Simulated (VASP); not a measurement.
Data:

```yaml
crystal:
  lattice:
    - [3.92765, 0.00000, 0.00000]
    - [0.00000, 3.92765, 0.00000]
    - [0.00000, 0.00000, 3.92765]
  atoms:
    - { symbol: Sr, position: [0.00000, 0.00000, 0.00000] }
    - { symbol: Ti, position: [0.50000, 0.50000, 0.50000] }
    - { symbol: O, position: [0.50000, 0.00000, 0.50000] }
    - { symbol: O, position: [0.00000, 0.50000, 0.50000] }
    - { symbol: O, position: [0.50000, 0.50000, 0.00000] }
```

These are TPSS meta-GGA, VASP's PBE PAW potentials (set 64) (plane waves; VASP 6.6.1) values and carry that method's errors. Settings: 520 eV cut-off, 6×6×6 Γ-centred mesh, tetrahedra with Blöchl corrections, potentials Sr_sv Ti_sv O.

Question: Predict the energy per atom (σ→0), band gap (over mesh and band path) with the smallest direct gap where there is one.

Answer: 
```yaml
band gap (over mesh and band path): 1.91 eV
smallest direct gap (over mesh and band path): 2.30 eV
energy per atom (σ→0): -12.569 eV/atom
```

The compound is SrTiO3 in the cubic perovskite structure, the ideal cubic form; the compound distorts at low or room temperature. It was relaxed first.
